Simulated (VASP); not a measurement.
These are PBEsol GGA, VASP's PBE PAW potentials (set 64) (plane waves; VASP 6.6.1) values and carry that method's errors.

VASP input:

INCAR:
```
SYSTEM = PtP
PREC = Accurate
ENCUT = 400
EDIFF = 1E-6
NELM = 100
ALGO = Normal
LREAL = .FALSE.
LASPH = .TRUE.
ISMEAR = 1
SIGMA = 0.1
GGA = PS
LMAXMIX = 6
LWAVE = .FALSE.
LCHARG = .FALSE.
IBRION = 2
ISIF = 3
NSW = 60
EDIFFG = -0.01
```

File POSCAR:
```
PtP
1.0
  0.0000000000   2.6244000000   2.6244000000
  2.6244000000   0.0000000000   2.6244000000
  2.6244000000   2.6244000000   0.0000000000
Pt P
1 1
Cartesian
  0.0000000000   0.0000000000   0.0000000000
  2.6244000000   2.6244000000   2.6244000000
```

File KPOINTS:
```
Automatic
0
G
  11 11 11
0 0 0
```

POTCAR, in this order: Pt P (PBE.64 set). Program: vasp_std.

The resulting files:

### OSZICAR
```
       N       E                     dE             d eps       ncg     rms          rms(c)
DAV:   1     0.440804470536E+02    0.44080E+02   -0.58180E+03  1347   0.922E+02
DAV:   2    -0.114801343724E+02   -0.55561E+02   -0.51407E+02  1443   0.187E+02
DAV:   3    -0.132016022854E+02   -0.17215E+01   -0.16890E+01  1505   0.324E+01
DAV:   4    -0.132184051110E+02   -0.16803E-01   -0.16780E-01  1424   0.366E+00
DAV:   5    -0.132186389822E+02   -0.23387E-03   -0.23384E-03  1512   0.417E-01    0.909E+00
DAV:   6    -0.128063779860E+02    0.41226E+00   -0.33330E+00  1292   0.163E+01    0.484E+00
DAV:   7    -0.127256627157E+02    0.80715E-01   -0.32806E-01  1277   0.569E+00    0.282E+00
DAV:   8    -0.127127803048E+02    0.12882E-01   -0.56040E-02  1371   0.169E+00    0.432E-01
DAV:   9    -0.127118452811E+02    0.93502E-03   -0.20380E-03  1373   0.385E-01    0.310E-01
DAV:  10    -0.127114962015E+02    0.34908E-03   -0.14842E-03  1319   0.243E-01    0.217E-02
DAV:  11    -0.127114986271E+02   -0.24256E-05   -0.30941E-05  1442   0.474E-02    0.165E-02
DAV:  12    -0.127114980981E+02    0.52899E-06   -0.12722E-06   935   0.892E-03
   1 F= -.12711498E+02 E0= -.12711595E+02  d E =-.127115E+02
       N       E                     dE             d eps       ncg     rms          rms(c)
DAV:   1    -0.279245941972E+02   -0.15213E+02   -0.30312E+02  1279   0.192E+02    0.508E+01
DAV:   2    -0.133511372509E+02    0.14573E+02   -0.53921E+01  1286   0.707E+01    0.988E+00
DAV:   3    -0.124507335457E+02    0.90040E+00   -0.13045E+00  1370   0.113E+01    0.413E+00
DAV:   4    -0.121413219263E+02    0.30941E+00   -0.12459E+00  1300   0.845E+00    0.241E+00
DAV:   5    -0.121413777600E+02   -0.55834E-04   -0.26907E-02  1301   0.134E+00    0.189E+00
DAV:   6    -0.121487955335E+02   -0.74178E-02   -0.67721E-03  1385   0.628E-01    0.231E-01
DAV:   7    -0.121492784095E+02   -0.48288E-03   -0.10828E-03  1355   0.239E-01    0.867E-02
DAV:   8    -0.121493268907E+02   -0.48481E-04   -0.45559E-05  1452   0.494E-02    0.360E-02
DAV:   9    -0.121493312202E+02   -0.43295E-05   -0.23461E-06  1335   0.129E-02    0.153E-02
DAV:  10    -0.121493313529E+02   -0.13271E-06   -0.84909E-08   661   0.262E-03
   2 F= -.12149331E+02 E0= -.12149135E+02  d E =0.562167E+00
       N       E                     dE             d eps       ncg     rms          rms(c)
DAV:   1    -0.184120017902E+02   -0.62627E+01   -0.99165E+01  1268   0.108E+02    0.167E+01
DAV:   2    -0.135108316239E+02    0.49012E+01   -0.20726E+01  1265   0.518E+01    0.130E+01
DAV:   3    -0.132713710602E+02    0.23946E+00   -0.63474E-01  1325   0.793E+00    0.813E+00
DAV:   4    -0.131740007016E+02    0.97370E-01   -0.53315E-01  1290   0.482E+00    0.106E+00
DAV:   5    -0.131636064179E+02    0.10394E-01   -0.37838E-02  1280   0.136E+00    0.103E+00
DAV:   6    -0.131639330307E+02   -0.32661E-03   -0.32274E-03  1406   0.552E-01    0.218E-01
DAV:   7    -0.131639920280E+02   -0.58997E-04   -0.86937E-05  1364   0.788E-02    0.383E-02
DAV:   8    -0.131639875630E+02    0.44650E-05   -0.51117E-06  1376   0.213E-02    0.195E-02
DAV:   9    -0.131639875673E+02   -0.43149E-08   -0.41809E-07   706   0.555E-03
   3 F= -.13163988E+02 E0= -.13164020E+02  d E =-.452489E+00
       N       E                     dE             d eps       ncg     rms          rms(c)
DAV:   1    -0.131699448364E+02   -0.59573E-02   -0.86185E-02  1283   0.320E+00    0.471E-01
DAV:   2    -0.131656510928E+02    0.42937E-02   -0.20116E-02  1277   0.150E+00    0.169E-01
DAV:   3    -0.131653773158E+02    0.27378E-03   -0.55862E-04  1286   0.248E-01    0.963E-02
DAV:   4    -0.131653046997E+02    0.72616E-04   -0.41446E-04  1307   0.132E-01    0.294E-02
DAV:   5    -0.131653010033E+02    0.36963E-05   -0.19646E-05  1307   0.361E-02    0.232E-02
DAV:   6    -0.131653035690E+02   -0.25657E-05   -0.27487E-06  1291   0.131E-02    0.373E-03
DAV:   7    -0.131653039118E+02   -0.34275E-06   -0.92621E-08   640   0.263E-03
   4 F= -.13165304E+02 E0= -.13165332E+02  d E =-.453806E+00
       N       E                     dE             d eps       ncg     rms          rms(c)
DAV:   1    -0.131667914891E+02   -0.14879E-02   -0.25783E-02  1283   0.175E+00    0.257E-01
DAV:   2    -0.131655078689E+02    0.12836E-02   -0.59488E-03  1274   0.816E-01    0.930E-02
DAV:   3    -0.131654283959E+02    0.79473E-04   -0.16112E-04  1286   0.133E-01    0.533E-02
DAV:   4    -0.131654075534E+02    0.20843E-04   -0.12195E-04  1307   0.716E-02    0.160E-02
DAV:   5    -0.131654066070E+02    0.94632E-06   -0.57785E-06  1295   0.196E-02
   5 F= -.13165407E+02 E0= -.13165433E+02  d E =-.453909E+00
       N       E                     dE             d eps       ncg     rms          rms(c)
DAV:   1    -0.131659981442E+02   -0.59059E-03   -0.11255E-02  1280   0.116E+00    0.169E-01
DAV:   2    -0.131654352520E+02    0.56289E-03   -0.26019E-03  1280   0.541E-01    0.619E-02
DAV:   3    -0.131654000159E+02    0.35236E-04   -0.69692E-05  1280   0.874E-02    0.354E-02
DAV:   4    -0.131653890650E+02    0.10951E-04   -0.52395E-05  1304   0.471E-02    0.105E-02
DAV:   5    -0.131653883346E+02    0.73041E-06   -0.24355E-06  1142   0.128E-02
   6 F= -.13165388E+02 E0= -.13165416E+02  d E =0.182725E-04
       N       E                     dE             d eps       ncg     rms          rms(c)
DAV:   1    -0.131656341657E+02   -0.24510E-03   -0.39249E-03  1277   0.684E-01    0.100E-01
DAV:   2    -0.131654375428E+02    0.19662E-03   -0.91027E-04  1277   0.319E-01    0.362E-02
DAV:   3    -0.131654256588E+02    0.11884E-04   -0.24477E-05  1286   0.519E-02    0.206E-02
DAV:   4    -0.131654227766E+02    0.28823E-05   -0.18367E-05  1307   0.278E-02    0.619E-03
DAV:   5    -0.131654226969E+02    0.79641E-07   -0.81111E-07   648   0.757E-03
   7 F= -.13165423E+02 E0= -.13165450E+02  d E =-.160899E-04
```

**OUTCAR**
```
------------------------ aborting loop because EDIFF is reached ----------------------------------------
  FORCE on cell =-STRESS in cart. coord.  units (eV):
  Direction    XX          YY          ZZ          XY          YZ          ZX
  --------------------------------------------------------------------------------------
  Total        0.0000474      0.0000474      0.0000474     -0.0000000      0.0000000      0.0000000
  in kB        0.0024855      0.0024855      0.0024855     -0.0000000      0.0000000      0.0000000
  external PRESSURE =       0.0024855 kB  Pullay stress =       0.0000000 kB
  volume of cell :       30.53
      direct lattice vectors                 reciprocal lattice vectors
     0.000000000  2.480581723  2.480581723    -0.201565623  0.201565623  0.201565623
     2.480581723 -0.000000000  2.480581723     0.201565623 -0.201565623  0.201565623
     2.480581723  2.480581723  0.000000000     0.201565623  0.201565623 -0.201565623
 POSITION                                       TOTAL-FORCE (eV/Angst)
 -----------------------------------------------------------------------------------
      0.00000      0.00000      0.00000         0.000000     -0.000000      0.000000
      2.48058      2.48058      2.48058        -0.000000      0.000000     -0.000000
 -----------------------------------------------------------------------------------
    total drift:                                0.000000     -0.000000     -0.000000
  FREE ENERGIE OF THE ION-ELECTRON SYSTEM (eV)
  ---------------------------------------------------
  free  energy   TOTEN  =       -13.1654226969 eV

  energy  without entropy=      -13.1655034200  energy(sigma->0) =      -13.16544960

 reached required accuracy - stopping structural energy minimisation
```
(Selected blocks of OUTCAR.)

File CONTCAR:
```
PtP
   1.00000000000000
     0.0000000000000000    2.4805817234862717    2.4805817234862717
     2.4805817234862721   -0.0000000000000000    2.4805817234862717
     2.4805817234862721    2.4805817234862717    0.0000000000000000
  Pt              P
     1     1
Direct
     0.0000000000000000    0.0000000000000000    0.0000000000000000
     0.5000000000000000    0.5000000000000000    0.5000000000000000
```

Energy and stress use the plane-wave basis of the starting cell.

The structure was generated: PtP was put into the rock salt type (Fm-3m), which need not be its known phase. This run relaxes it. Symmetry was kept, so distortions that lower it aren't found. The electron count is odd and the run is not spin-polarised, which forces a metal.
